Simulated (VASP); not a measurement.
# A VASP study of LaSi3Rh (LDA): structure first, properties next, part 2 of 5

Aim: relax LaSi3Rh with LDA, compute its properties on that cell and hold them against experiment. The start is a computed cell from the Materials Project.

VASP 6.6.1; LDA; plane waves and PAW (La, Si, Rh_pv).

Still holding for the runs below: The k-mesh is coarse for a metal.

So far. Step 2 (Full relaxation (LDA)): It ends with a largest force of 0.007 eV/Å and a pressure of -0.07 GPa. The relaxed cell has a = 4.214, c = 9.737 Å (conventional setting).

### Step 3. Second relaxation

A relaxation keeps the plane waves of the cell it began with, so it is repeated from the new cell, on a basis made for it.

INCAR reads:

```
SYSTEM = LaSi3Rh
PREC = Accurate
ENCUT = 400
EDIFF = 1E-06
NELM = 100
ISMEAR = 0
SIGMA = 0.05
LREAL = .FALSE.
ALGO = Normal
GGA = CA
NBANDS = 25
LASPH = .TRUE.
LORBIT = 11
LWAVE = .FALSE.
LCHARG = .FALSE.
KPAR = 4
IBRION = 2
NSW = 60
ISIF = 3
EDIFFG = -0.01
```

POSCAR reads:

```
LaSi3Rh
1.0
    0.0000000000     -4.2135519432      0.0000000000
   -4.2135519432      0.0000000000      0.0000000000
    2.1067759716     -2.1067759716     -4.8682582066
La Si Rh
1 3 1
Direct
    0.9997480739      0.0002519261      0.0005038521
    0.4128950033      0.5871049967      0.1742099934
    0.2618099616      0.2381900384      0.4763800769
    0.7618099616      0.7381900384      0.4763800769
    0.6537359896      0.3462640104      0.6925280207
```

KPOINTS reads:

```
Automatic mesh
0
Gamma
6 6 6
0 0 0
```

Potentials, in the order of the species: La, Si and Rh_pv (LDA family, release 64).

Command:

```bash
$ mpirun -np 4 vasp_std
```

The log of the run:

```text
[... set-up lines as in an earlier step ...]
 entering main loop
       N       E                     dE             d eps       ncg     rms          rms(c)
DAV:   1     0.243356153053E+03    0.24336E+03   -0.15376E+04  1908   0.164E+03
DAV:   2     0.471717077103E+01   -0.23864E+03   -0.22909E+03  1624   0.318E+02
DAV:   3    -0.347235679535E+02   -0.39441E+02   -0.37697E+02  2361   0.114E+02
DAV:   4    -0.374946187818E+02   -0.27711E+01   -0.27541E+01  2529   0.372E+01
DAV:   5    -0.376069756871E+02   -0.11236E+00   -0.11217E+00  2220   0.592E+00    0.137E+01
DAV:   6    -0.373539851803E+02    0.25299E+00   -0.15095E+01  2216   0.254E+01    0.596E+00
DAV:   7    -0.367189837714E+02    0.63500E+00   -0.50565E+00  2176   0.177E+01    0.448E+00
DAV:   8    -0.367232952637E+02   -0.43115E-02   -0.89311E-01  2320   0.474E+00    0.134E+00
DAV:   9    -0.366834423724E+02    0.39853E-01   -0.30327E-01  2304   0.359E+00    0.345E-01
DAV:  10    -0.366836171916E+02   -0.17482E-03   -0.14888E-02  2320   0.800E-01    0.193E-01
DAV:  11    -0.366833871478E+02    0.23004E-03   -0.14708E-03  2456   0.251E-01    0.817E-02
DAV:  12    -0.366833684124E+02    0.18735E-04   -0.30134E-04  2264   0.102E-01    0.213E-02
DAV:  13    -0.366833690797E+02   -0.66731E-06   -0.36749E-05  2160   0.471E-02    0.719E-03
DAV:  14    -0.366833692740E+02   -0.19431E-06   -0.21550E-06  1776   0.124E-02
   1 F= -.36683369E+02 E0= -.36682465E+02  d E =-.366834E+02
 curvature:   0.00 expect dE= 0.000E+00 dE for cont linesearch  0.000E+00
 trial: gam= 0.00000 g(F)=  0.342E-05 g(S)=  0.192E-03 ort = 0.000E+00 (trialstep = 0.100E+01)
 search vector abs. value=  0.195E-03
 bond charge predicted
       N       E                     dE             d eps       ncg     rms          rms(c)
DAV:   1    -0.366864693603E+02   -0.31003E-02   -0.55054E-02  2020   0.218E+00    0.439E-01
DAV:   2    -0.366849699937E+02    0.14994E-02   -0.44994E-02  1998   0.169E+00    0.281E-01
DAV:   3    -0.366833472742E+02    0.16227E-02   -0.98282E-03  2232   0.832E-01    0.541E-02
DAV:   4    -0.366833527298E+02   -0.54556E-05   -0.10568E-03  2288   0.194E-01    0.359E-02
DAV:   5    -0.366833275719E+02    0.25158E-04   -0.24378E-04  2535   0.111E-01    0.166E-02
DAV:   6    -0.366833276917E+02   -0.11984E-06   -0.22621E-05  2200   0.338E-02    0.305E-03
DAV:   7    -0.366833277487E+02   -0.57008E-07   -0.14459E-06  1412   0.124E-02
   2 F= -.36683328E+02 E0= -.36682416E+02  d E =0.415253E-04
 trial-energy change:    0.000042  1 .order    0.000019   -0.000195    0.000232
 step:   0.3806(harm=  0.4566)  dis= 0.00007  next Energy=   -36.683405 (dE=-0.359E-04)
 bond charge predicted
       N       E                     dE             d eps       ncg     rms          rms(c)
DAV:   1    -0.366846107933E+02   -0.12831E-02   -0.21324E-02  2004   0.136E+00    0.269E-01
DAV:   2    -0.366840189273E+02    0.59187E-03   -0.16999E-02  1994   0.104E+00    0.172E-01
DAV:   3    -0.366834108536E+02    0.60807E-03   -0.37662E-03  2247   0.512E-01    0.331E-02
DAV:   4    -0.366834111820E+02   -0.32848E-06   -0.37041E-04  2296   0.117E-01    0.208E-02
DAV:   5    -0.366834026009E+02    0.85811E-05   -0.78782E-05  2534   0.632E-02    0.944E-03
DAV:   6    -0.366834025971E+02    0.38808E-08   -0.71849E-06  1920   0.192E-02
   3 F= -.36683403E+02 E0= -.36682496E+02  d E =-.333230E-04
 curvature:  -0.22 expect dE=-0.197E-05 dE for cont linesearch -0.165E-06
 trial: gam= 0.10649 g(F)=  0.545E-05 g(S)=  0.335E-05 ort =-0.120E-04 (trialstep = 0.876E+00)
 search vector abs. value=  0.846E-05
 reached required accuracy - stopping structural energy minimisation
```

The job ended after 14 s (4 MPI ranks of Intel Xeon 6975P-C (Granite Rapids), shared host; peak memory 0.79 GiB).

From OUTCAR (step 3):

```text
  LATTYP: Found a body centered tetragonal cell.
 ALAT       =     4.2135519432
 C/A-ratio  =     2.3107621656

The static configuration has the point symmetry C_4v.

 Found     30 irreducible k-points:

   ENCUT  =  400.0 eV  29.40 Ry    5.42 a.u.   6.87  6.87  9.31*2*pi/ulx,y,z

   NELECT =      38.0000    total number of electrons

 E-fermi :  10.2247

 k-point     1 :       0.0000    0.0000    0.0000
  band No.  band energies     occupation
    ...
     14       6.8184      2.00000
     15       7.0534      2.00000
     16       7.5000      2.00000
     17       8.3897      2.00000
     18       8.3897      2.00000
     19      10.4429      0.00000
     20      10.4429      0.00000
     21      11.4776      0.00000
     22      11.6708      0.00000
     23      12.3413      0.00000
    ...

 k-point     2 :       0.1667    0.0000    0.0000
  band No.  band energies     occupation
    ...
     16       7.5814      2.00000
     17       8.4762      2.00000
     18       8.6996      2.00000
     19       9.5383      2.00000
     20       9.8617      2.00000
     21      11.5021      0.00000
     22      11.9959      0.00000
     23      12.4082      0.00000
     24      12.4457      0.00000
     25      12.5254      0.00000

  Total        0.0020252      0.0020252      0.0184089      0.0000000      0.0000000     -0.0000000
  in kB        0.0375754      0.0375754      0.3415504      0.0000000      0.0000000     -0.0000000
  external PRESSURE =       0.1389004 kB  Pullay stress =       0.0000000 kB

  energy-cutoff  :      400.00
  volume of cell :       86.35
      direct lattice vectors                 reciprocal lattice vectors
     0.000000000 -4.212193475  0.000000000     0.000000000 -0.237405999  0.102731338
    -4.212193475  0.000000000  0.000000000    -0.237405999  0.000000000 -0.102731338
     2.106096737 -2.106096737 -4.867064053     0.000000000  0.000000000 -0.205462675

 POSITION                                       TOTAL-FORCE (eV/Angst)
 -----------------------------------------------------------------------------------
     -0.00000     -4.21219     -0.00238         0.000000     -0.000000      0.005245
     -2.10610     -2.10610     -0.84802        -0.000000      0.000000     -0.007627
      0.00000     -2.10610     -2.31856         0.000000      0.000000      0.002849
     -2.10610     -4.21219     -2.31856        -0.000000     -0.000000      0.002849
     -0.00000     -4.21219     -3.37053        -0.000000      0.000000     -0.003315
 -----------------------------------------------------------------------------------
    total drift:                               -0.000029      0.000029      0.000606

  FREE ENERGIE OF THE ION-ELECTRON SYSTEM (eV)
  ---------------------------------------------------
  free  energy   TOTEN  =       -36.6834025971 eV

  energy  without entropy=      -36.6815890689  energy(sigma->0) =      -36.68249583

 total charge
# of ion       s       p       d       f       tot
--------------------------------------------------
    1        2.030   5.637   0.807   0.191   8.665
    2        0.786   0.886   0.000   0.000   1.672
    3        0.785   0.851   0.000   0.000   1.635
    4        0.785   0.851   0.000   0.000   1.635
    5        0.443   6.398   7.330   0.000  14.171
--------------------------------------------------
tot          4.829  14.621   8.137   0.191  27.778

[... 4 parts as in an earlier step ...]

[... 7 further parts left out ...]
```

Little changed from the start: no atom moved by 0.005 Å and no cell edge by 0.1 %.

This step gave:

| Property | Result |
| --- | --- |
| free energy (TOTEN) | -36.68 eV |
| energy at zero smearing | -36.68 eV |
| Fermi energy | 10.22 eV |
| pressure | 0.01389 GPa |
| SCF cycles over all ionic steps | 27 |

It ends with a largest force of 0.008 eV/Å and a pressure of 0.01 GPa. The volume moved by only 0.09 %, so the volume is settled.

### Step 4. Single point with fields (LDA)

A single point on the relaxed cell gives a clean self-consistent state, with density, ELF and potential written out.

Edit INCAR of step 3 so:

```diff
@@ -14,7 +14,5 @@
 LWAVE = .FALSE.
-LCHARG = .FALSE.
-KPAR = 4
-IBRION = 2
-NSW = 60
-ISIF = 3
-EDIFFG = -0.01
+LCHARG = .TRUE.
+ISIF = 2
+LELF = .TRUE.
+LVHAR = .TRUE.
```

POSCAR reads:

```
LaSi3Rh
1.0
    0.0000000000     -4.2121934747      0.0000000000
   -4.2121934747      0.0000000000      0.0000000000
    2.1060967374     -2.1060967374     -4.8670640531
La Si Rh
1 3 1
Direct
    0.9997552198      0.0002447802      0.0004895603
    0.4128816538      0.5871183462      0.1742366924
    0.2618107950      0.2381892050      0.4763784102
    0.7618107950      0.7381892050      0.4763784102
    0.6537405265      0.3462594735      0.6925189470
```

KPOINTS is that of step 3.

Command:

```bash
$ mpirun -np 4 vasp_std
```

The log of the run:

```text
[banner, memory and clock lines left out]
running    4 mpi-ranks, on    1 nodes
 distrk:  each k-point on    4 cores,    1 groups
 distr:  one band on    1 cores,    4 groups

 POSCAR found type information on POSCAR LaSiRh
 POSCAR found :  3 types and       5 ions
 LDA part: xc-table for (Slater(with rela. corr.)+CA(PZ))
 , standard interpolation
|                                                                             |
|           W    W    AA    RRRRR   N    N  II  N    N   GGGG   !!!           |
|           W    W   A  A   R    R  NN   N  II  NN   N  G    G  !!!           |
|           W    W  A    A  R    R  N N  N  II  N N  N  G       !!!           |
|           W WW W  AAAAAA  RRRRR   N  N N  II  N  N N  G  GGG   !            |
|           WW  WW  A    A  R   R   N   NN  II  N   NN  G    G                |
|           W    W  A    A  R    R  N    N  II  N    N   GGGG   !!!           |
|                                                                             |
|     The number of bands has been changed from the values supplied in        |
|     The orbitals not found in the WAVECAR file will be initialized with     |
|     random numbers, which is usually adequate. For correlated               |
|     calculations, however, you should redo the groundstate calculation.     |
|     I found NBANDS = 25. Now, NBANDS = 28.                                  |
|                                                                             |

 POSCAR, INCAR and KPOINTS ok, starting setup
 FFT: planning ... GRIDC
 FFT: planning ... GRID_SOFT
 FFT: planning ... GRID
 WAVECAR not read
 entering main loop
       N       E                     dE             d eps       ncg     rms          rms(c)
DAV:   1     0.244141652165E+03    0.24414E+03   -0.15218E+04  2116   0.148E+03
DAV:   2    -0.202354708166E+01   -0.24617E+03   -0.22823E+03  1816   0.301E+02
DAV:   3    -0.352560895774E+02   -0.33233E+02   -0.30466E+02  2340   0.107E+02
DAV:   4    -0.375551170141E+02   -0.22990E+01   -0.22767E+01  3056   0.280E+01
DAV:   5    -0.376112993191E+02   -0.56182E-01   -0.56125E-01  2456   0.388E+00    0.137E+01
DAV:   6    -0.373574746148E+02    0.25382E+00   -0.13244E+01  2512   0.226E+01    0.596E+00
DAV:   7    -0.367199005977E+02    0.63757E+00   -0.45432E+00  2452   0.154E+01    0.451E+00
DAV:   8    -0.367203173403E+02   -0.41674E-03   -0.85021E-01  2632   0.418E+00    0.130E+00
DAV:   9    -0.366836466839E+02    0.36671E-01   -0.26191E-01  2596   0.310E+00    0.371E-01
DAV:  10    -0.366836163824E+02    0.30302E-04   -0.13193E-02  2224   0.690E-01    0.201E-01
DAV:  11    -0.366833318069E+02    0.28458E-03   -0.15903E-03  2824   0.248E-01    0.752E-02
DAV:  12    -0.366833204397E+02    0.11367E-04   -0.25119E-04  2480   0.811E-02    0.196E-02
DAV:  13    -0.366833204919E+02   -0.52145E-07   -0.28310E-05  2656   0.395E-02    0.953E-03
DAV:  14    -0.366833207345E+02   -0.24260E-06   -0.13671E-06  1456   0.784E-03
   1 F= -.36683321E+02 E0= -.36682414E+02  d E =-.181297E-02
```

It took 8.4 s on 4 MPI ranks; peak memory 0.55 GiB; 31 s of CPU time.

From OUTCAR (step 4):

```text
  LATTYP: Found a body centered tetragonal cell.
 ALAT       =     4.2121934747
 C/A-ratio  =     2.3109404078

The static configuration has the point symmetry C_4v.

 Found     30 irreducible k-points:

   k-points           NKPTS =     30   k-points in BZ     NKDIM =     30   number of bands    NBANDS=     28

   NELECT =      38.0000    total number of electrons

 E-fermi :  10.2249

 k-point     1 :       0.0000    0.0000    0.0000
  band No.  band energies     occupation
    ...
     14       6.8184      2.00000
     15       7.0541      2.00000
     16       7.5005      2.00000
     17       8.3901      2.00000
     18       8.3901      2.00000
     19      10.4429      0.00000
     20      10.4429      0.00000
     21      11.4775      0.00000
     22      11.6712      0.00000
     23      12.3412      0.00000
    ...

 k-point     2 :       0.1667    0.0000   -0.0000
  band No.  band energies     occupation
    ...
     16       7.5816      2.00000
     17       8.4766      2.00000
     18       8.6998      2.00000
     19       9.5384      2.00000
     20       9.8618      2.00000
     21      11.5020      0.00000
     22      11.9961      0.00000
     23      12.4080      0.00000
     24      12.4455      0.00000
     25      12.5252      0.00000
    ...

  Total       -0.0246793     -0.0246793     -0.0084129      0.0000000     -0.0000000      0.0000000
  in kB       -0.4578889     -0.4578889     -0.1560887      0.0000000     -0.0000000      0.0000000
  external PRESSURE =      -0.3572888 kB  Pullay stress =       0.0000000 kB

 POSITION                                       TOTAL-FORCE (eV/Angst)
 -----------------------------------------------------------------------------------
     -0.00000     -4.21219     -0.00238        -0.000000      0.000000      0.004591
     -2.10610     -2.10610     -0.84802         0.000000     -0.000000     -0.007650
      0.00000     -2.10610     -2.31856        -0.000000      0.000000      0.003271
     -2.10610     -4.21219     -2.31856        -0.000000      0.000000      0.003271
      0.00000     -4.21219     -3.37053         0.000000     -0.000000     -0.003484
 -----------------------------------------------------------------------------------
    total drift:                               -0.000029      0.000029     -0.000543

  FREE ENERGIE OF THE ION-ELECTRON SYSTEM (eV)
  ---------------------------------------------------
  free  energy   TOTEN  =       -36.6833207345 eV

  energy  without entropy=      -36.6815077684  energy(sigma->0) =      -36.68241425

 total charge
# of ion       s       p       d       f       tot
--------------------------------------------------
    1        2.030   5.637   0.807   0.191   8.665
    2        0.786   0.886   0.000   0.000   1.672
    3        0.785   0.851   0.000   0.000   1.635
    4        0.785   0.851   0.000   0.000   1.635
    5        0.443   6.398   7.330   0.000  14.170
--------------------------------------------------
tot          4.829  14.621   8.137   0.191  27.778

[... 4 parts as in an earlier step ...]

[... 7 further parts left out ...]
```

This step gave:

| Item | Value |
| --- | --- |
| SCF cycles | 14 |
| bands | 28 |
| pressure | -0.03573 GPa |

Valence electrons inside each PAW sphere by angular momentum. Sphere charges, by row:

| atom | s (e) | p (e) | d (e) | f (e) | tot (e) |
| --- | --- | --- | --- | --- | --- |
| La1 | 2.03 | 5.637 | 0.807 | 0.191 | 8.665 |
| Si2 | 0.786 | 0.886 | 0 | 0 | 1.672 |
| Si3 | 0.785 | 0.851 | 0 | 0 | 1.635 |
| Si4 | 0.785 | 0.851 | 0 | 0 | 1.635 |
| Rh5 | 0.443 | 6.398 | 7.33 | 0 | 14.17 |

Electrostatic potential energy in the ac plane of the conventional cell at fractional y = 0.000, with atoms of La and Si and Rh within 0.2 Å of it. With pseudopotentials it is smooth inside the atoms' cores, unlike the true potential.

Ten even steps from '_' (-103 eV) to '@' (2 eV), each cell a mean:
```
__..==##@@@@@@@@@@@@%%**::__
--++##%%@@@@@@@@@@@@@@%%**==
%%%%@@@@@@@@@@@@@@@@@@@@%%%%
@@@@@@@@@@@@@@@@@@@@@@@@@@@@
@@@@@@@@@@%%**++##%%@@@@@@@@
@@@@@@@@%%==..__::**@@@@@@@@
@@@@@@@@%%==____::**%%@@@@@@
%%%%@@@@@@##++==**%%@@@@@@%%
--++%%@@@@@@@@@@@@@@@@%%**==
__..**@@@@@@@@@@@@@@@@%%==__
..--##@@@@@@@@@@@@@@@@%%++::
**##@@@@@@@@@@@@@@@@@@@@%%##
@@@@@@@@@@@@@@@@@@@@@@@@@@@@
**##%%@@@@@@@@@@@@@@@@@@%%##
--==**%%@@@@@@@@@@@@@@##++==
::--++%%@@@@@@@@@@@@@@##==--
--==**%%@@%%**++##%%@@##++==
**##%%@@%%==..__::**@@@@%%##
@@@@@@@@%%==____::**@@@@@@@@
@@@@@@@@@@##++==**%%@@@@@@@@
@@@@@@@@@@@@@@%%@@@@@@@@@@@@
**##%%@@@@@@@@@@@@@@@@%%%%##
..--**%%@@@@@@@@@@@@@@##==::
____--##@@@@@@@@@@@@%%**..__
```
Columns run along a (4.2 Å; values clipped at the 3rd and 97th percentile), rows up along c (9.7 Å), edges of the conventional cell, whose origin can differ from the input's. Atoms in or near the plane, at fractional coordinates: La at (0.00, 0.00), Si at (0.00, 0.59), Si at (0.50, 0.24), Si at (0.50, 0.74), Rh at (0.00, 0.35).

Valence density in the ac plane of the conventional cell at fractional y = 0.000, with atoms of La and Si and Rh within 0.2 Å of it. It is the smooth field of the valence electrons, not physical close to the nuclei.

Ten steps, logarithmic in the rise over the least value, from '_' (-0.1 e/Å³) to '@' (9.3 e/Å³), each cell a mean:
```
++****==--::::::::::==++**++
****++--::::::::::::--==++**
====--::::::::::::::::----==
::::::::::----------::::::::
::::::::--------------::::::
::::::------::..------::::::
::----------::__------------
----------==----------------
----==----------------------
__::----------------------..
::--------::::::::::--------
====----::::::::::::----====
====----::::::::::::::--====
****==--::::::::::::--==++**
@@%%**==--::::::::----++##@@
@@@@##++------------==**%%@@
@@%%**++====----======++##@@
**++========::..--======++**
------------::__------------
::::::------------------::::
----::::------------::::----
++++==--::::::--::::----==++
****++==--::::::::::--++****
--++**++--::::::::::==++**++
```
Columns run along a (4.2 Å), rows up along c (9.7 Å), edges of the conventional cell, whose origin can differ from the input's. Atoms in or near the plane, at fractional coordinates: La at (0.00, 0.00), Si at (0.00, 0.59), Si at (0.50, 0.24), Si at (0.50, 0.74), Rh at (0.00, 0.35).

ELF in the ac plane of the conventional cell at fractional y = 0.000, with atoms of La and Si and Rh within 0.2 Å of it. It is the smooth field of the valence electrons, not physical close to the nuclei.

Ten even steps from '_' (0.02) to '@' (0.85), each cell a mean:
```
**%%@@##::________..++@@@@##
@@@@%%==......::....::**@@@@
##**--....--++++==::..::==**
......::==**%%%%##**--..__..
__..::==**########**++--..__
::::--++++==::::--++++==::::
++++++****++::..--****++++++
**####%%%%%%####%%%%%%%%####
==**%%@@@@@@@@@@@@@@@@%%##++
..--##%%%%##########%%%%++::
==++####**==------++##%%**==
%%%%%%##++::......--**##%%%%
++++++++==::..__..--==++++++
==----------::::::--------==
::--==----==++++++==----==--
__::==--==##%%%%##**------__
::--====##%%####%%%%++====--
==----++%%##--::++%%##==----
----==**##++::..--####++----
::::--++**##******##**==--::
--::..::==##%%@@%%**--..::::
%%##++::::==**##++--::==**%%
@@@@@@**::..::--::..==%%@@@@
==##@@%%--________..**@@@@**
```
Columns run along a (4.2 Å), rows up along c (9.7 Å), edges of the conventional cell, whose origin can differ from the input's. Atoms in or near the plane, at fractional coordinates: La at (0.00, 0.00), Si at (0.00, 0.59), Si at (0.50, 0.24), Si at (0.50, 0.74), Rh at (0.00, 0.35).

In this run the pressure is -0.04 GPa, small enough to go on.

(Continued in part 3 of 5.)

[Lines on the potential files, build, host, timing and source positions are cut from VASP's logs without a mark.]

[Logs are printed without paths, hosts, clocks, repeated set-up lines and the standing remarks that a program may print on its own settings, such as how far it seeks lower states.]

[Hosts, paths, dates, database ids (printed as entryN), source tags and the programs' standing remarks are cut or masked in the printed files.]

[A measured line is paired with the nearest computed mode of its activity, which favours agreement.]
